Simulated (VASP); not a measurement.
For cubic NaCl (space group Fm-3m), PBEsol GGA, VASP's PBE PAW potentials (set 64) (VASP) gives ε∞ = 2.57, a static ε₀ = 5.87 and a transverse optical mode at 170 cm⁻¹.

Problem. Estimate the longitudinal optical frequency at Γ.

Solution. By the Lyddane-Sachs-Teller relation, ω_LO = ω_TO √(ε₀/ε∞) = 170 × √(5.87/2.57) = 257 cm⁻¹.

The structure comes from a measured NaCl entry (Fm-3m) of the Crystallography Open Database, whose conditions weren't checked. It was relaxed first.
